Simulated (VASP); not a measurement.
Here is the system:

```
CELL_PARAMETERS angstrom
      1.63416    -2.83046     0.00000
      1.63416     2.83046     0.00000
      0.00000     0.00000     5.23789
ATOMIC_POSITIONS crystal
  Zn 0.66667 0.33333 0.50029
  Zn 0.33333 0.66667 0.00029
  O  0.66667 0.33333 0.88171
  O  0.33333 0.66667 0.38171
```

The numbers are results of TPSS meta-GGA, VASP's PBE PAW potentials (set 64) (plane waves; VASP), not measurements. Numerical set-up: 520 eV cut-off, 7×7×4 Γ-centred mesh, Gaussian smearing of 0.050 eV, potentials Zn O.

### Question
Predict the energy per atom (σ→0).

### Answer

The energy per atom (σ→0) is -9.587 eV/atom.

Total energies compare only between runs with the same potentials, cut-off and functional.

The compound is ZnO in the wurtzite structure. It was relaxed first. The start is the result of an earlier pass.
